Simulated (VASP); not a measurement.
# WC (Qusongite): W into a neighbouring W vacancy, part 4 of 4

Aim: the barrier for one hop in WC (Qusongite): W into a neighbouring W vacancy. The start is a cell from a database of measured crystal structures.

VASP 6.6.1; LDA; plane waves and PAW (W, C).

So far. Step 3 (Relax the start): The run ended after 8 ionic steps, 0.811 eV below its first step, once the forces on the free atoms met EDIFFG = -0.05. Step 4 (Relax the end): The run ended after 8 ionic steps, 0.992 eV below its first step, once the forces on the free atoms met EDIFFG = -0.05.

### Step 5. Nudged elastic band

Images on a straight line between the ends relax across the path, while springs keep them spaced along it.

INCAR

```
SYSTEM = W11C12
PREC = Normal
ENCUT = 400
EDIFF = 1E-05
NELM = 120
ISMEAR = 1
SIGMA = 0.15
LREAL = Auto
ALGO = Fast
GGA = CA
NBANDS = 80
LASPH = .TRUE.
LWAVE = .FALSE.
LCHARG = .FALSE.
IMAGES = 3
SPRING = -5
IBRION = 3
POTIM = 0.15
NSW = 60
EDIFFG = -0.05
ISYM = 0
ISIF = 0
SMASS = 1
```

POSCAR

```
W11C12
1.0
    5.7736827054      0.0000000000      0.0000000000
   -2.8868413528      5.0001558964      0.0000000000
    0.0000000000      0.0000000000      8.4454327608
W C
11 12
Direct
    0.9997499425      0.0000167831      0.3244993589
    0.9994326293      0.9996061651      0.6751995199
    0.9904428410      0.4957679286      0.9998366110
    0.0002626930      0.5003617384      0.3323678263
    0.0000621849      0.5000045118      0.6672420738
    0.5047160185      0.0085826317      0.9998420792
    0.4994903712      0.9990006965      0.3325300250
    0.4991171601      0.9986091272      0.6671928442
    0.5031515262      0.4943868238      0.9998478345
    0.4993295540      0.5001862191      0.3324266941
    0.4989490772      0.4995602950      0.6672105626
    0.3481111457      0.1735326589      0.1716411796
    0.3321915517      0.1657881547      0.4998083106
    0.3471120566      0.1726702958      0.8283574040
    0.3328990477      0.6663716166      0.1615282522
    0.3327263846      0.6660918507      0.4998958307
    0.3324760100      0.6657741452      0.8380690609
    0.8260666403      0.1743993996      0.1714779976
    0.8334697502      0.1660943661      0.4997845156
    0.8258184320      0.1736038108      0.8283707891
    0.8253569149      0.6523734543      0.1712451157
    0.8333073021      0.6672651508      0.4998177601
    0.8247833347      0.6513888260      0.8281574413
```

KPOINTS

```
Automatic mesh
0
Gamma
4 4 2
0 0 0
```

00/POSCAR

```
W11C12
1.0
    5.7736827054      0.0000000000      0.0000000000
   -2.8868413528      5.0001558964      0.0000000000
    0.0000000000      0.0000000000      8.4454327608
W C
11 12
Direct
    0.9997499425      0.0000167831      0.3244993589
    0.9994326293      0.9996061651      0.6751995199
    0.9904428410      0.4957679286      0.9998366110
    0.0002626930      0.5003617384      0.3323678263
    0.0000621849      0.5000045118      0.6672420738
    0.5047160185      0.0085826317      0.9998420792
    0.4994903712      0.9990006965      0.3325300250
    0.4991171601      0.9986091272      0.6671928442
    0.5031515262      0.4943868238      0.9998478345
    0.4993295540      0.5001862191      0.3324266941
    0.4989490772      0.4995602950      0.6672105626
    0.3481111457      0.1735326589      0.1716411796
    0.3321915517      0.1657881547      0.4998083106
    0.3471120566      0.1726702958      0.8283574040
    0.3328990477      0.6663716166      0.1615282522
    0.3327263846      0.6660918507      0.4998958307
    0.3324760100      0.6657741452      0.8380690609
    0.8260666403      0.1743993996      0.1714779976
    0.8334697502      0.1660943661      0.4997845156
    0.8258184320      0.1736038108      0.8283707891
    0.8253569149      0.6523734543      0.1712451157
    0.8333073021      0.6672651508      0.4998177601
    0.8247833347      0.6513888260      0.8281574413
```

01/POSCAR

```
W11C12
1.0
    5.7736827054      0.0000000000      0.0000000000
   -2.8868413528      5.0001558964      0.0000000000
    0.0000000000      0.0000000000      8.4454327608
W C
11 12
Direct
    1.0000069508      0.0000511037      0.2453022588
    0.9997575110      0.9997366473      0.6706386187
    0.9931536938      0.4969971846      0.9998013965
   -0.0018625767      0.4992707769      0.3323250562
    0.0003777300      0.5001543098      0.6666588339
    0.5036332822      0.0063457264      0.9998027470
    0.5009901195      1.0015337190      0.3324703480
    0.4993923289      0.9988352096      0.6666101132
    0.5024451372      0.4958849654      0.9998331194
    0.5007367007      0.4990099202      0.3323933593
    0.4992905062      0.4997725313      0.6666066576
    0.3482210208      0.1736154017      0.1689273601
    0.3362914661      0.1678428258      0.5008119102
    0.3436358761      0.1710918057      0.8293454114
    0.3331644678      0.6664799177      0.1637732283
    0.3330275179      0.6662887363      0.4984384418
    0.3328544294      0.6660385192      0.8366246274
    0.8263189970      0.1743453913      0.1687656393
    0.8318494281      0.1681640445      0.5008112317
    0.8279904007      0.1718235040      0.8293452822
    0.8256674284      0.6523737234      0.1686110303
    0.8316000061      0.6635302061      0.5008471506
    0.8271440209      0.6554582991      0.8291994376
```

02/POSCAR

```
W11C12
1.0
    5.7736827054      0.0000000000      0.0000000000
   -2.8868413528      5.0001558964      0.0000000000
    0.0000000000      0.0000000000      8.4454327608
W C
11 12
Direct
    1.0002639592      0.0000854244      0.1661051588
    1.0000823927      0.9998671295      0.6660777175
    0.9958645466      0.4982264405      0.9997661820
   -0.0039878464      0.4981798154      0.3322822861
    0.0006932752      0.5003041078      0.6660755940
    0.5025505460      0.0041088211      0.9997634148
    0.5024898678      1.0040667416      0.3324106710
    0.4996674976      0.9990612920      0.6660273823
    0.5017387482      0.4973831071      0.9998184043
    0.5021438474      0.4978336213      0.3323600246
    0.4996319352      0.4999847676      0.6660027526
    0.3483308958      0.1736981445      0.1662135406
    0.3403913805      0.1698974969      0.5018155098
    0.3401596956      0.1695133156      0.8303334187
    0.3334298880      0.6665882188      0.1660182044
    0.3333286512      0.6664856219      0.4969810529
    0.3332328487      0.6663028932      0.8351801939
    0.8265713538      0.1742913830      0.1660532810
    0.8302291060      0.1702337228      0.5018379478
    0.8301623694      0.1700431972      0.8303197754
    0.8259779420      0.6523739925      0.1659769448
    0.8298927102      0.6597952614      0.5018765411
    0.8295047071      0.6595277722      0.8302414340
```

03/POSCAR

```
W11C12
1.0
    5.7736827054      0.0000000000      0.0000000000
   -2.8868413528      5.0001558964      0.0000000000
    0.0000000000      0.0000000000      8.4454327608
W C
11 12
Direct
    1.0005209675      0.0001197450      0.0869080587
    1.0004072744      0.9999976117      0.6615168163
    0.9985753993      0.4994556964      0.9997309675
   -0.0061131161      0.4970888538      0.3322395160
    0.0010088204      0.5004539059      0.6654923541
    0.5014678097      0.0018719157      0.9997240827
    0.5039896160      1.0065997641      0.3323509940
    0.4999426664      0.9992873745      0.6654446514
    0.5010323591      0.4988812488      0.9998036892
    0.5035509941      0.4966573224      0.3323266898
    0.4999733642      0.5001970039      0.6653988477
    0.3484407709      0.1737808873      0.1634997212
    0.3444912949      0.1719521680      0.5028191093
    0.3366835151      0.1679348255      0.8313214260
    0.3336953082      0.6666965198      0.1682631805
    0.3336297844      0.6666825076      0.4955236640
    0.3336112680      0.6665672671      0.8337357604
    0.8268237105      0.1742373748      0.1633409228
    0.8286087840      0.1723034012      0.5028646640
    0.8323343381      0.1682628905      0.8312942685
    0.8262884556      0.6523742615      0.1633428593
    0.8281854142      0.6560603167      0.5029059316
    0.8318653933      0.6635972454      0.8312834304
```

04/POSCAR

```
W11C12
1.0
    5.7736827054      0.0000000000      0.0000000000
   -2.8868413528      5.0001558964      0.0000000000
    0.0000000000      0.0000000000      8.4454327608
W C
11 12
Direct
    1.0007779758      0.0001540656      0.0077109587
    1.0007321561      1.0001280939      0.6569559151
    1.0012862521      0.5006849524      0.9996957530
   -0.0082383858      0.4959978923      0.3321967459
    0.0013243655      0.5006037039      0.6649091142
    0.5003850734     -0.0003649896      0.9996847505
    0.5054893643      1.0091327866      0.3322913170
    0.5002178352      0.9995134569      0.6648619204
    0.5003259701      0.5003793904      0.9997889741
    0.5049581408      0.4954810235      0.3322933551
    0.5003147932      0.5004092402      0.6647949427
    0.3485506459      0.1738636301      0.1607859017
    0.3485912093      0.1740068391      0.5038227089
    0.3332073346      0.1663563354      0.8323094334
    0.3339607283      0.6668048209      0.1705081566
    0.3339309177      0.6668793932      0.4940662751
    0.3339896874      0.6668316411      0.8322913269
    0.8270760672      0.1741833665      0.1606285645
    0.8269884619      0.1743730796      0.5038913801
    0.8345063068      0.1664825837      0.8322687616
    0.8265989691      0.6523745306      0.1607087739
    0.8264781182      0.6523253720      0.5039353221
    0.8342260795      0.6676667185      0.8323254267
```

Potentials, in the order of the species: W and C (LDA family, release 64).

The run is started by

```console
mpirun -np 3 vasp_std
```

The log of the run:

```text
[banner, memory and clock lines left out]
running    3 mpi-ranks, on    1 nodes
 each image running on    1 cores
[...]
01/POSCAR found :  2 types and      23 ions
 LDA part: xc-table for (Slater(with rela. corr.)+CA(PZ))
 , standard interpolation
[...]
00/POSCAR found :  2 types and      23 ions
[...]
04/POSCAR found :  2 types and      23 ions
 POSCAR, INCAR and KPOINTS ok, starting setup
[...]
entering main loop
       N       E                     dE             d eps       ncg     rms          rms(c)
DAV:   1     0.331459473522E+03    0.33146E+03   -0.46043E+04  3200   0.107E+03
DAV:   2    -0.264258469887E+03   -0.59572E+03   -0.56051E+03  3856   0.278E+02
DAV:   3    -0.311595899488E+03   -0.47337E+02   -0.46176E+02  4240   0.701E+01
DAV:   4    -0.312949849653E+03   -0.13540E+01   -0.13453E+01  4024   0.126E+01
[...]
RMM:  15    -0.273437398093E+03   -0.10619E-04   -0.82894E-04  3487   0.869E-02    0.450E-02
RMM:  16    -0.273437377742E+03    0.20351E-04   -0.15817E-04  3405   0.355E-02    0.248E-02
RMM:  17    -0.273437375040E+03    0.27026E-05   -0.66638E-05  2957   0.208E-02
   1 F= -.27343738E+03 E0= -.27344031E+03  d E =-.273437E+03
[... from here on, the cycles between the ionic steps are left out ...]
   2 F= -.27419950E+03 E0= -.27420181E+03  d E =-.762126E+00
   6 F= -.27439674E+03 E0= -.27440028E+03  d E =-.427104E-01
  11 F= -.27458197E+03 E0= -.27458230E+03  d E =-.349047E-01
  16 F= -.27475269E+03 E0= -.27475130E+03  d E =-.334957E-01
  21 F= -.27492322E+03 E0= -.27492151E+03  d E =-.340299E-01
  26 F= -.27509447E+03 E0= -.27509323E+03  d E =-.344546E-01
  31 F= -.27526501E+03 E0= -.27526434E+03  d E =-.340496E-01
  36 F= -.27542595E+03 E0= -.27542555E+03  d E =-.315196E-01
  41 F= -.27557131E+03 E0= -.27557098E+03  d E =-.274488E-01
  46 F= -.27568982E+03 E0= -.27568945E+03  d E =-.205083E-01
  51 F= -.27575251E+03 E0= -.27575207E+03  d E =-.573667E-02
  56 F= -.27568837E+03 E0= -.27568800E+03  d E =0.300169E-01
  59 F= -.27550917E+03 E0= -.27550888E+03  d E =0.780931E-01
  60 F= -.27540718E+03 E0= -.27540684E+03  d E =0.101991E+00
damped:  g(F)=  0.661E-01 g(S)=  0.000E+00 dE (1.order)=-0.124E+00
```

It took 33 min on 3 MPI ranks of Intel Xeon 6975P-C (Granite Rapids), shared host; peak memory 0.84 GiB.

Parts of OUTCAR (step 5):

```text
  tangential force (eV/A)        -5.405493
  left and right image   1.831743  1.767239 A

  tangential force (eV/A)        -5.620831
  left and right image   1.850522  1.773973 A

 k-point     1 :       0.0000    0.0000    0.0000
  band No.  band energies     occupation
    ...
     51       7.4697      2.00715
     52       7.5055      2.01655
     53       7.7309      1.72558
     54       7.8071      0.96394
     55       7.8083      0.94999
     56       7.9660     -0.06317
     57       7.9665     -0.06361
     58       8.3467     -0.00000
     59       8.5505     -0.00000
     60       8.5528     -0.00000
    ...

 POSITION                                       TOTAL-FORCE (eV/Angst)
 -----------------------------------------------------------------------------------
      0.01306      0.00463      1.96391        -0.008446      0.008223      4.541572
      2.90023      5.00702      5.30197        -0.002468      0.009040      0.076261
      4.30534      2.48174      8.06754        -0.065965     -0.018991     -0.185927
      4.34169      2.50353      2.46344         0.092530      0.058275     -0.299611
     -1.42788      2.50789      5.27664        -0.018943     -0.012213     -0.192670
      2.89750      0.05066      8.06773         0.013184      0.065571     -0.184221
      2.89919      0.00893      2.46306         0.007403     -0.106223     -0.290312
      0.01278      5.00518      5.27647         0.002883      0.010964     -0.192300
      1.49598      2.48644      8.06760         0.048848     -0.046722     -0.182565
      1.45923      2.50429      2.46316        -0.091040      0.058574     -0.287738
      1.45496      2.50884      5.27652         0.013514     -0.018749     -0.198241
      1.59961      0.92337      1.05340        -0.620962     -0.369710     -0.085206
      1.47160      0.84924      3.88421        -0.188343     -0.113825     -0.408692
      1.49179      0.86298      6.64831         0.082899      0.028964     -0.147116
[...]
-----------------------------------------------------------------------------------
    total drift:                               -0.012473      0.006578      0.067159

  FREE ENERGIE OF THE ION-ELECTRON SYSTEM (eV)
  ---------------------------------------------------
  free  energy   TOTEN  =      -275.4071788381 eV

  energy  without entropy=     -275.4061698922  energy(sigma->0) =     -275.40684252

  tangential force (eV/A)        -5.896837
  left and right image   1.867383  1.776828 A

[... 5 parts as in an earlier step ...]

[... 10 further parts left out ...]
[key lines of the parts left out:]
E-fermi :   7.8039
```

The band used up its steps before its forces met the threshold, so no barrier is taken from it.

### Step 6. Outcome

```yaml
result: none
```

The session ends without its result: «nudged elastic band» used up its steps.

[Lines on the potential files, build, host, timing and source positions are cut from VASP's logs without a mark.]

[Logs are printed without paths, hosts, clocks, repeated set-up lines and the standing remarks that a program may print on its own settings, such as how far it seeks lower states.]

[Hosts, paths, dates, database ids (printed as entryN), source tags and the programs' standing remarks are cut or masked in the printed files.]

[Runs that stopped without an error message from VASP are left out.]
